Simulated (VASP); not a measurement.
Method: PBEsol GGA, VASP's PBE PAW potentials (set 64) (plane waves; VASP).

VASP input:

### INCAR
```
ENCUT = 520   ! plane-wave cut-off (eV)
SYSTEM = CoO
LCHARG = .False.
GGA = PS
EDIFF = 1E-7   ! SCF stop (eV)
ISMEAR = 0   ! Gaussian
LASPH = .True.   ! aspherical one-centre terms
LWAVE = .False.
SIGMA = 0.05   ! width (eV)
ALGO = Normal
ICHARG = 11   ! fixed density
NELM = 100   ! most electronic steps
LREAL = .False.   ! projection in real space or not
ISPIN = 2
LMAXMIX = 4   ! l cut-off of mixed one-centre charges
LORBIT = 11   ! lm-projected
MAGMOM = 2.5 2.5 0.4 0.4
PREC = Accurate
```

POSCAR:
```
CoO
1
    2.8521319875    -0.0000000000    -0.0000000000
   -1.4260659938     2.4700185982     0.0000000000
    0.0000000000     0.0000000000     5.1248885511
Co O
2 2
Direct
  0.0000000000   0.0000000000   0.0000000000
  0.0000000000   0.0000000000   0.5000000000
  0.3333330000   0.6666670000   0.2500000000
  0.6666670000   0.3333330000   0.7500000000
```

KPOINTS:
```
k-points along high-symmetry lines
10
Line-mode
Reciprocal
  0.000000   0.000000   0.000000 ! GAMMA
  0.500000  -0.000000   0.000000 ! M

  0.500000  -0.000000   0.000000 ! M
  0.333333   0.333333   0.000000 ! K

  0.333333   0.333333   0.000000 ! K
  0.000000   0.000000   0.000000 ! GAMMA

  0.000000   0.000000   0.000000 ! GAMMA
  0.000000   0.000000   0.500000 ! A

  0.000000   0.000000   0.500000 ! A
  0.500000  -0.000000   0.500000 ! L

  0.500000  -0.000000   0.500000 ! L
  0.333333   0.333333   0.500000 ! H

  0.333333   0.333333   0.500000 ! H
  0.000000   0.000000   0.500000 ! A

  0.500000  -0.000000   0.500000 ! L
  0.500000  -0.000000   0.000000 ! M

  0.333333   0.333333   0.500000 ! H
  0.333333   0.333333   0.000000 ! K
```

POTCAR, in this order: Co O (PBE.64 set). Program: vasp_std. Read from the step before: CHGCAR.

The run wrote:

### OUTCAR
```
 ion  position               nearest neighbor table
   1  0.000  0.000  0.000-   3 2.09   4 2.09   3 2.09   4 2.09   4 2.09   3 2.09   2 2.56   2 2.56
  LATTYP: Found a hexagonal cell.
 ALAT       =     2.8521319875
 C/A-ratio  =     1.7968623379
 Subroutine PRICEL returns:
 Original cell was already a primitive cell.
 Subroutine GETGRP returns: Found 24 space group operations
The static configuration has the point symmetry D_3d.
 The point group associated with its full space group is D_6h.
The dynamic configuration has the point symmetry D_3d.
The overall configuration has the point symmetry D_3d.
 Subroutine INISYM returns: Found 24 space group operations
   k-points           NKPTS =     90   k-points in BZ     NKDIM =     90   number of bands    NBANDS=     22
   number of dos      NEDOS =    301   number of ions     NIONS =      4
   total plane-waves  NPLWV =  23040
   dimension x,y,z NGX =    24 NGY =   24 NGZ =   40
   dimension x,y,z NGXF=    48 NGYF=   48 NGZF=   80
   ions per type =               2   2
   PREC   = accura    normal or accurate (medium, high low for compatibility)
   ISTART =      0    job   : 0-new  1-cont  2-samecut
   ICHARG =     11    charge: 1-file 2-atom 10-const
   ISPIN  =      2    spin polarized calculation?
   LNONCOLLINEAR =      F non collinear calculations
   LSORBIT =      F    spin-orbit coupling
   INIWAV =      1    electr: 0-lowe 1-rand  2-diag
   ENCUT  =  520.0 eV  38.22 Ry    6.18 a.u.   5.30  5.30  9.53*2*pi/ulx,y,z
   NELM   =    100;   NELMIN=  2; NELMDL= -5     # of ELM steps
   EDIFF  = 0.1E-06   stopping-criterion for ELM
   LREAL  =      F    real-space projection
   NLSPLINE    = F    spline interpolate recip. space projectors
   LMAXMIX     =    4 max onsite mixed and CHGCAR
   VOSKOWN=      0    Vosko Wilk Nusair interpolation
   EDIFFG = 0.1E-05   stopping-criterion for IOM
   NSW    =      0    number of steps for IOM
   NBLOCK =      1;   KBLOCK =      1    inner block; outer block
   IBRION =     -1    ionic relax: 0-MD 1-quasi-New 2-CG
   NFREE  =      0    steps in history (QN), initial steepest desc. (CG)
   ISIF   =      2    stress and relaxation
   ISYM   =      2    0-nonsym 1-usesym 2-fastsym
...
```

### OSZICAR
```
       N       E                     dE             d eps       ncg     rms          rms(c)
DAV:   1     0.219740213884E+03    0.21974E+03   -0.14497E+04  8032   0.172E+03
DAV:   2    -0.680154014988E+01   -0.22654E+03   -0.20973E+03  8352   0.358E+02
DAV:   3    -0.272759199965E+02   -0.20474E+02   -0.19280E+02  9180   0.120E+02
DAV:   4    -0.277577199570E+02   -0.48180E+00   -0.47955E+00  9320   0.189E+01
DAV:   5    -0.277736759192E+02   -0.15956E-01   -0.15953E-01 10736   0.316E+00
DAV:   6    -0.277742746273E+02   -0.59871E-03   -0.59869E-03 10518   0.480E-01
DAV:   7    -0.277742812060E+02   -0.65787E-05   -0.65798E-05 10878   0.521E-02
DAV:   8    -0.277742812889E+02   -0.82965E-07   -0.81569E-07  9002   0.527E-03
   1 F= -.27774281E+02 E0= -.27769718E+02  d E =-.912669E-02  mag=     5.9265
```

### OUTCAR
```



 magnetization (x)

# of ion       s       p       d       tot
------------------------------------------
    1        0.006   0.010   2.392   2.408
    2        0.006   0.010   2.392   2.408
    3        0.028   0.311   0.000   0.339
    4        0.028   0.311   0.000   0.339
--------------------------------------------------
tot          0.068   0.641   4.783   5.493
```
(Selected blocks of OUTCAR.)

OUTCAR:
```
 val. band max:        8.6899802015   @ k =   0.4444   0.0000   0.0000

 cond. band min:       8.6936397362   @ k =   0.3333   0.3333   0.4444



 spin component 1

 k-point     1 :       0.0000    0.0000    0.0000
  band No.  band energies     occupation
      1     -12.1031      1.00000
      2     -10.8967      1.00000
      3      -0.3148      1.00000
      4       2.5541      1.00000
      5       2.5541      1.00000
      6       3.9975      1.00000
      7       4.7485      1.00000
      8       5.2784      1.00000
      9       5.2784      1.00000
     10       5.4873      1.00000
     11       5.4874      1.00000
     12       5.5654      1.00000
     13       5.5654      1.00000
     14       6.2637      1.00000
     15       6.2637      1.00000
     16       6.9037      1.00000
     17       8.6879      0.54022
     18       8.6879      0.54012
     19       9.9454      0.00000
     20      14.4950      0.00000
     21      17.5002      0.00000
     22      24.2286      0.00000

 k-point     2 :       0.0556    0.0000    0.0000
  band No.  band energies     occupation
      1     -12.0673      1.00000
      2     -10.8862      1.00000
      3      -0.2558      1.00000
      4       2.5323      1.00000
      5       2.5600      1.00000
      6       3.9811      1.00000
      7       4.4160      1.00000
      8       5.0637      1.00000
      9       5.1741      1.00000
     10       5.3003      1.00000
     11       5.5977      1.00000
     12       5.7930      1.00000
     13       5.8749      1.00000
     14       6.2651      1.00000
     15       6.2819      1.00000
     16       6.9017      1.00000
     17       8.5731      0.99959
     18       8.6690      0.73757
     19      10.1636      0.00000
     20      14.6937      0.00000
     21      17.4670      0.00000
     22      23.7838      0.00000

 k-point     3 :       0.1111    0.0000    0.0000
  band No.  band energies     occupation
...
```

The density is held fixed in this step, so its total energy and stress have no physical meaning. The moments were started parallel, and other spin orders were not tried in this run.

The structure was generated: CoO was put into the NiAs type type (P6_3/mmc), which need not be its known phase. It was relaxed first.
